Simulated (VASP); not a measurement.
A convergence study with VASP on BaTiO₃ (cubic perovskite): a few settings are varied, all else stays as given below, so the limit is that of these other settings. The cell's lengths are 1 % over those of the tabulated start and one atom is moved, so it is off equilibrium.

```xyz
5
Lattice="4.0400 0.0000 0.0000 0.0000 4.0400 0.0000 0.0000 0.0000 4.0400" Properties=species:S:1:pos:R:3 pbc="T T T"
Ba     0.0000     0.0000     0.0000
Ti     2.0200     2.0200     2.0200
O      2.0200     0.0000     2.0200
O      0.0000     2.0200     2.0200
O      2.0806     2.0200     0.0000
```

Computed with PBEsol GGA, VASP's PBE PAW potentials (set 64) (plane waves; VASP). The last row used: 900 eV cut-off, 4×4×4 Γ-centred mesh, Gaussian smearing of 0.050 eV, potentials Ba_sv Ti_sv O_h.

Unless said otherwise, spin-orbit coupling is left out, though it shifts the bands of the heavy elements here. Gaps are read on the run's mesh, which can miss a band edge. Energies of different potentials or hybrids have different zeros.

```
setting                              E (eV/atom)  pressure (GPa)  largest force (eV/Å)  gap on the mesh (eV)  plane waves
-----------------------------------  -----------  --------------  --------------------  --------------------  -----------
ENCUT = 300, POTCAR Ba_sv Ti_sv O        -8.4381          -42.29                 0.265                 1.552          804
ENCUT = 400, POTCAR Ba_sv Ti_sv O        -8.3882          -11.49                 0.298                 1.632         1222
ENCUT = 520, POTCAR Ba_sv Ti_sv O        -8.3800           -6.72                 0.296                 1.625         1800
ENCUT = 700, POTCAR Ba_sv Ti_sv O        -8.3825           -6.88                 0.296                 1.627         2800
ENCUT = 900, POTCAR Ba_sv Ti_sv O        -8.3830           -6.62                 0.296                 1.627         4076
ENCUT = 300, POTCAR Ba_sv Ti O           -8.3656          -41.15                 0.251                 1.430          804
ENCUT = 400, POTCAR Ba_sv Ti O           -8.3198          -10.73                 0.285                 1.507         1222
ENCUT = 520, POTCAR Ba_sv Ti O           -8.3097           -6.16                 0.282                 1.501         1800
ENCUT = 700, POTCAR Ba_sv Ti O           -8.3124           -6.34                 0.283                 1.503         2800
ENCUT = 900, POTCAR Ba_sv Ti O           -8.3127           -6.09                 0.283                 1.503         4076
ENCUT = 300, POTCAR Ba_sv Ti_pv O        -8.4215          -41.68                 0.262                 1.532          804
ENCUT = 400, POTCAR Ba_sv Ti_pv O        -8.3709          -11.09                 0.294                 1.607         1222
ENCUT = 700, POTCAR Ba_sv Ti_pv O            ___             ___                 0.293                 1.603         2800
ENCUT = 900, POTCAR Ba_sv Ti_pv O        -8.3640           -6.43                 0.293                 1.603         4076
ENCUT = 300, POTCAR Ba_sv Ti_sv O_s      -8.3780           -8.08                 0.295                 1.622          804
ENCUT = 400, POTCAR Ba_sv Ti_sv O_s      -8.3774           -6.84                 0.297                 1.622         1222
ENCUT = 520, POTCAR Ba_sv Ti_sv O_s      -8.3792           -6.70                 0.296                 1.623         1800
ENCUT = 700, POTCAR Ba_sv Ti_sv O_s      -8.3793           -6.55                 0.297                 1.624         2800
ENCUT = 900, POTCAR Ba_sv Ti_sv O_s      -8.3796           -6.53                 0.297                 1.624         4076
ENCUT = 300, POTCAR Ba_sv Ti_sv O_h      -7.4368         -190.39                 0.164                 0.747          804
ENCUT = 400, POTCAR Ba_sv Ti_sv O_h      -7.8150         -125.06                 0.320                 1.505         1222
ENCUT = 520, POTCAR Ba_sv Ti_sv O_h      -8.2288          -58.09                 0.320                 1.536         1800
ENCUT = 700, POTCAR Ba_sv Ti_sv O_h          ___             ___                   ___                 1.625         2800
ENCUT = 900, POTCAR Ba_sv Ti_sv O_h      -8.3838           -7.13                 0.295                 1.629         4076
```

Problem. Fill in the missing entries.

Solution. 
- ENCUT = 700, POTCAR Ba_sv Ti_pv O, E (eV/atom): -8.3637
- ENCUT = 700, POTCAR Ba_sv Ti_pv O, pressure (GPa): -6.67
- ENCUT = 700, POTCAR Ba_sv Ti_sv O_h, E (eV/atom): -8.3684
- ENCUT = 700, POTCAR Ba_sv Ti_sv O_h, pressure (GPa): -16.19
- ENCUT = 700, POTCAR Ba_sv Ti_sv O_h, largest force (eV/Å): 0.291

Left out are rungs that failed or repeat a setting and relaxations that didn't move; long series are thinned to 24 rows.

The compound is BaTiO3 in the cubic perovskite structure, the ideal cubic form; the compound distorts at low or room temperature. The cell was not relaxed at this level, it is distorted from the ideal structure.
